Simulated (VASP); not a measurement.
These are vdW-DF-cx, VASP's PBE PAW potentials (set 64) (plane waves; VASP) values and carry that method's errors.

Input for VASP

**INCAR**
```
ALGO = Normal
LCHARG = .FALSE.
LUSE_VDW = .TRUE.
LASPH = .TRUE.   # aspherical one-centre terms
ISMEAR = 0   # Gaussian
SYSTEM = NaCl
LREAL = .FALSE.
PREC = Accurate
AGGAC = 0.0
SIGMA = 0.05   # width (eV)
GGA = CX
NELM = 100
EDIFF = 1E-7   # SCF stop (eV)
ENCUT = 520   # plane-wave cut-off (eV)
LWAVE = .FALSE.
ISIF = 2
```

**KPOINTS**
```
Automatic mesh
0
G
 8 8 8
```

File POSCAR:
```
NaCl
1
    0.0000000000     2.8507983502     2.8507983502
    2.8507983502     0.0000000000     2.8507983502
    2.8507983502     2.8507983502     0.0000000000
Na Cl
1 1
Direct
  0.0000000000   0.0000000000   0.0000000000
  0.5000000000   0.5000000000   0.5000000000
```

POTCAR, in this order: Na_pv Cl (PBE.64 set). Program: vasp_std.

Q: Predict the energy per atom (σ→0), band gap (on the k-mesh).

A: 
```yaml
energy per atom (σ→0): -143.5 kJ/mol-atom
band gap (on the k-mesh): 5.10 eV
```

**OSZICAR**
```
...
DAV:   9    -0.297332763857E+01    0.16791E-04   -0.21666E-04   809   0.149E-01    0.128E-01
DAV:  10    -0.297355568250E+01   -0.22804E-03   -0.48596E-04   656   0.210E-01    0.549E-02
DAV:  11    -0.297354725184E+01    0.84307E-05   -0.23178E-05   745   0.556E-02    0.102E-02
DAV:  12    -0.297354870600E+01   -0.14542E-05   -0.28885E-06   668   0.194E-02    0.125E-03
DAV:  13    -0.297354937391E+01   -0.66791E-06   -0.92586E-07   671   0.684E-03    0.298E-03
DAV:  14    -0.297354924749E+01    0.12642E-06   -0.67500E-08   595   0.186E-03    0.469E-04
DAV:  15    -0.297354924621E+01    0.12851E-08   -0.33365E-09   367   0.733E-04
   1 F= -.29735492E+01 E0= -.29735492E+01  d E =-.966898E-17
```

The compound is NaCl in the rock salt structure. This cell is one point of a volume scan, at 1.03 of the reference volume.
